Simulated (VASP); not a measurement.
Here is the system:

```
CaB6
1.0
    4.08834     0.00000     0.00000
    0.00000     4.08834     0.00000
    0.00000     0.00000     4.08834
Ca B
1 6
Direct
  0.00000   0.00000   0.00000
  0.79846   0.50000   0.50000
  0.50000   0.20154   0.50000
  0.50000   0.79846   0.50000
  0.20154   0.50000   0.50000
  0.50000   0.50000   0.79846
  0.50000   0.50000   0.20154
```

All values below come from LDA (Ceperley-Alder, Perdew-Zunger), VASP's LDA PAW potentials (set 64) (plane waves; VASP). Numerical set-up: 620 eV cut-off, 6×6×6 Γ-centred mesh, Gaussian smearing of 0.050 eV, potentials Ca_sv B.

Energy and stress use the plane-wave basis of the starting cell.

### Question
The ions, cell shape and volume at an external pressure of 5.0 GPa are relaxed. Which structure does the run end with?

### Answer

```
CaB6
1.0
    4.05044     0.00000     0.00000
    0.00000     4.05044     0.00000
    0.00000     0.00000     4.05044
Ca B
1 6
Cartesian
  0.00000   0.00000   0.00000
  3.23607   2.02522   2.02522
  2.02522   0.81437   2.02522
  2.02522   3.23607   2.02522
  0.81437   2.02522   2.02522
  2.02522   2.02522   3.23607
  2.02522   2.02522   0.81437
```
Space group Pm-3m (221), at a tolerance of 0.03 Å.

### Question
How do energy and volume change from the first to the last step?

### Answer
The energy (σ→0) changes by +4.3 meV/atom and the volume by -2.8 %, in 5 ionic steps.

```tsv
step	E(σ→0) (eV)	max force (eV/Å)	pressure (GPa)	volume (Å³)
1	-49.8500	0.003	0.24	68.33
2	-49.7810	0.215	7.83	65.51
3	-49.8205	0.138	5.00	66.50
4	-49.8119	0.322	5.00	66.34
5	-49.8198	0.001	5.01	66.45
```

The compound is CaB6 in the cab6 structure. This run relaxes it under an external pressure of 5 GPa. Symmetry was kept, so distortions that lower it aren't found.
